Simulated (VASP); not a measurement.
Input:

```xyz
3
Lattice="0.0000 2.6737 2.6737 2.6737 0.0000 2.6737 2.6737 2.6737 0.0000" Properties=species:S:1:pos:R:3 pbc="T T T"
Co     0.0000     0.0000     0.0000
Si     4.0105     4.0105     4.0105
Si     1.3368     1.3368     1.3368
```

These are LDA (Ceperley-Alder, Perdew-Zunger), VASP's LDA PAW potentials (set 64) (plane waves; VASP 6.6.1) values and carry that method's errors. Settings: 300 eV cut-off, 9×9×9 Γ-centred mesh, Fermi-Dirac smearing of 0.10 eV, potentials Co Si.

At this cut-off the stress carries a Pulay error, which pulls relaxed volumes low.

Problem. Give the stress tensor in GPa (positive for a compressed cell).

Solution. 
```
-7.59   0.00   0.00
 0.00  -7.59   0.00
 0.00   0.00  -7.59
```
The pressure is its mean diagonal, -7.59 GPa.

The structure comes from a computed database's CoSi2 entry; how it stands against other phases isn't given here. The cell was not relaxed at this level. The run is not spin-polarised, so no magnetic state was tried. The electron count is odd and the run is not spin-polarised, which forces a metal.
